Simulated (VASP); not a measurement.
ScS (relaxed from the CsCl type structure, space group Pm-3m): computed properties

The numbers are results of PBE GGA, VASP's PBE PAW potentials (set 64) (plane waves; VASP), not measurements.

| Property | Value |
|---|---|
| space group | Pm-3m (221) |
| cell | a = 3.232 Å, b = 3.232 Å, c = 3.232 Å, α = 90.00°, β = 90.00°, γ = 90.00° |
| volume per atom | 16.89 Å³/atom |
| band gap (over mesh and band path) | none (metal, semimetal or under 0.01 eV) |
| density | 3.79 g/cm³ |

```cif
data_SSc
_chemical_formula_sum 'Sc1 S1'
_space_group_name_H-M_alt 'Pm-3m'
_space_group_IT_number 221
_space_group_name_Hall '-P 4 2 3'
_cell_length_a 3.23231
_cell_length_b 3.23231
_cell_length_c 3.23231
_cell_angle_alpha 90.000
_cell_angle_beta 90.000
_cell_angle_gamma 90.000
loop_
_atom_site_label
_atom_site_type_symbol
_atom_site_symmetry_multiplicity
_atom_site_Wyckoff_symbol
_atom_site_fract_x
_atom_site_fract_y
_atom_site_fract_z
_atom_site_occupancy
Sc1 Sc 1 a 0.00000 0.00000 0.00000 1
S1 S 1 b 0.50000 0.50000 0.50000 1
```

The structure was generated: ScS was put into the CsCl type type (Pm-3m), which need not be its known phase. It was relaxed first, which changed the volume by -26 %. Symmetry was kept, so distortions that lower it aren't found. The electron count is odd and the run is not spin-polarised, which forces a metal.
